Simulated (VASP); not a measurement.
Data:

```
CELL_PARAMETERS angstrom
      0.00000     2.74569     2.74569
      2.74569     0.00000     2.74569
      2.74569     2.74569     0.00000
ATOMIC_POSITIONS crystal
  Cd 0.00000 0.00000 0.00000
  F  0.25000 0.25000 0.25000
  F  0.75000 0.75000 0.75000
```

Computed with TPSS meta-GGA, VASP's PBE PAW potentials (set 64) (plane waves; VASP 6.6.1). Run with 520 eV cut-off, 7×7×7 Γ-centred mesh, Gaussian smearing of 0.050 eV, potentials Cd F.

Question: Estimate the energy per atom (σ→0), pressure.

Answer: 
| Item | Result |
|---|---|
| energy per atom (σ→0) | -8.173 eV/atom |
| pressure | -2.61 GPa |

Total energies compare only between runs with the same potentials, cut-off and functional.

The compound is CdF2 in the fluorite structure. This cell is one point of a volume scan, at 1.03 of the reference volume.
